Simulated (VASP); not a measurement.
Level of theory: SCAN meta-GGA, VASP's PBE PAW potentials (set 64) (plane waves; VASP).

A VASP calculation is set up with these files.

### KPOINTS
```
Automatic mesh
0
Gamma
11 11 6
0 0 0
```

**POSCAR**
```
Er
1.0
  1.7686291537  -3.0633551251   0.0000000000
  1.7686291537   3.0633551251   0.0000000000
  0.0000000000   0.0000000000   5.4166580299
Er
2
Cart
  1.7686291537   1.0211204173   1.3541645075
  1.7686291537  -1.0211204173   4.0624935224
```

### INCAR
```
SYSTEM = Er
PREC = Accurate; ENCUT = 520; LREAL = .False.
LASPH = .True.
EDIFF = 1E-6; NELM = 100; ALGO = Normal
LMAXMIX = 6; LMIXTAU = .True.
ISMEAR = 1; SIGMA = 0.1
METAGGA = SCAN
IBRION = 2; NSW = 60; ISIF = 3
EDIFFG = -0.01
LWAVE = .False.; LCHARG = .False.
```

POTCAR, in this order: Er_3 (PBE.64 set). Program: vasp_std.

Output of the run:

### OSZICAR
```
       N       E                     dE             d eps       ncg     rms          rms(c)
DAV:   1    -0.434973633684E+02   -0.43497E+02   -0.89331E+03  2696   0.142E+03
DAV:   2    -0.100333118403E+03   -0.56836E+02   -0.55543E+02  2791   0.567E+02
DAV:   3    -0.102880617933E+03   -0.25475E+01   -0.24258E+01  3014   0.627E+01
DAV:   4    -0.102989027799E+03   -0.10841E+00   -0.10015E+00  2981   0.103E+01
DAV:   5    -0.102995295602E+03   -0.62678E-02   -0.62807E-02  2913   0.203E+00    0.288E+01
DAV:   6    -0.100944572608E+03    0.20507E+01   -0.94430E-01  2448   0.224E+01    0.154E+01
DAV:   7    -0.996280901346E+02    0.13165E+01   -0.46949E-01  3227   0.793E+00    0.516E-01
DAV:   8    -0.100695175225E+03   -0.10671E+01   -0.51808E-01  3033   0.733E+00    0.234E+00
DAV:   9    -0.100698677283E+03   -0.35021E-02   -0.14547E-01  2407   0.567E+00    0.108E+00
DAV:  10    -0.100703154895E+03   -0.44776E-02   -0.53902E-03  2425   0.125E+00    0.781E-01
DAV:  11    -0.100706047515E+03   -0.28926E-02   -0.21905E-03  2599   0.759E-01    0.528E-01
DAV:  12    -0.100710864875E+03   -0.48174E-02   -0.47756E-02  1929   0.274E+00    0.179E-01
DAV:  13    -0.100713203876E+03   -0.23390E-02   -0.20256E-03  2759   0.840E-01    0.243E-01
DAV:  14    -0.100713884087E+03   -0.68021E-03   -0.28078E-04  2370   0.245E-01    0.234E-01
DAV:  15    -0.100712255643E+03    0.16284E-02   -0.48870E-04  2568   0.286E-01    0.162E-01
DAV:  16    -0.100708916948E+03    0.33387E-02   -0.69260E-03  1839   0.106E+00    0.122E-01
DAV:  17    -0.100708748771E+03    0.16818E-03   -0.15293E-04  2822   0.184E-01    0.884E-02
DAV:  18    -0.100708550939E+03    0.19783E-03   -0.24588E-04  2448   0.201E-01    0.618E-02
DAV:  19    -0.100708430895E+03    0.12004E-03   -0.12822E-04  2448   0.164E-01    0.564E-02
DAV:  20    -0.100708330965E+03    0.99930E-04   -0.18741E-04  2456   0.176E-01    0.299E-02
DAV:  21    -0.100708314755E+03    0.16211E-04   -0.71569E-06  2555   0.434E-02    0.227E-02
DAV:  22    -0.100708312301E+03    0.24535E-05   -0.36968E-06  2172   0.283E-02    0.157E-02
DAV:  23    -0.100708299309E+03    0.12992E-04   -0.53716E-06  2525   0.314E-02    0.837E-03
DAV:  24    -0.100708291861E+03    0.74478E-05   -0.44484E-07  1042   0.123E-02    0.733E-03
DAV:  25    -0.100708291553E+03    0.30800E-06   -0.16397E-07  1012   0.160E-02
   1 F= -.10070829E+03 E0= -.10070950E+03  d E =-.100708E+03
```

**OUTCAR**
```
------------------------ aborting loop because EDIFF is reached ----------------------------------------
  FORCE on cell =-STRESS in cart. coord.  units (eV):
  Direction    XX          YY          ZZ          XY          YZ          ZX
  --------------------------------------------------------------------------------------
  Total        0.0071336      0.0071336     -0.0119188      0.0000000     -0.0000000      0.0000000
  in kB        0.1947259      0.1947259     -0.3253466      0.0000000     -0.0000000      0.0000000
  external PRESSURE =       0.0213684 kB  Pullay stress =       0.0000000 kB
  volume of cell :       58.69
      direct lattice vectors                 reciprocal lattice vectors
     1.768629154 -3.063355125  0.000000000     0.282704828 -0.163219731  0.000000000
     1.768629154  3.063355125  0.000000000     0.282704828  0.163219731  0.000000000
     0.000000000  0.000000000  5.416658030     0.000000000  0.000000000  0.184615679
 POSITION                                       TOTAL-FORCE (eV/Angst)
 -----------------------------------------------------------------------------------
      1.76863      1.02112      1.35416         0.000000     -0.000000      0.000000
      1.76863     -1.02112      4.06249        -0.000000      0.000000      0.000000
 -----------------------------------------------------------------------------------
    total drift:                                0.000000      0.000085     -0.000012
  FREE ENERGIE OF THE ION-ELECTRON SYSTEM (eV)
  ---------------------------------------------------
  free  energy   TOTEN  =      -100.7082915533 eV

  energy  without entropy=     -100.7119049866  energy(sigma->0) =     -100.70949603

 reached required accuracy - stopping structural energy minimisation
```
(Selected blocks of OUTCAR.)

The 4f electrons are frozen in the core of the lanthanide potential, so 4f levels, which can set the real gap, and their magnetism are missing.

The compound is Er in the hcp structure. It was relaxed first. The start is the result of an earlier pass.
